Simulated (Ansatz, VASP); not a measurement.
**Two plane-wave programs on NaAl**

```
Na Al
1.0
     0.00000    3.06313    3.06313
     3.06313    0.00000    3.06313
     3.06313    3.06313    0.00000
Na Al
1 1
Direct
  0.00000 0.00000 0.00000
  0.50000 0.50000 0.50000
```

Alike in both runs: functional PBE; k mesh 6 × 6 × 6; occupations gaussian, width 0.1 eV; no spin polarisation.

Ansatz relaxed the structure, and its values are those at the end. VASP's run is a single point on that final structure, the one shown.

|  | VASP | Ansatz |
| --- | --- | --- |
| version | VASP 6.6.1 | Ansatz 0.2.0 |
| potentials or method | VASP PAW PBE potentials, release 64 (Na_pv, Al) | scalar-relativistic, plane waves, PAW |
| plane-wave cutoff (eV) | 520 | 420 |
| valence electrons in the cell | 10 | 12 |

```csv
,VASP,Ansatz,Ansatz less VASP
gap on the k mesh at the Fermi level (eV),none,none,-
pressure (GPa),0.2,0.3,+0.05
```

A gap of «none» marks a metal or a gap that the smearing closes. The two sets of potentials don't hold the same shells in valence.
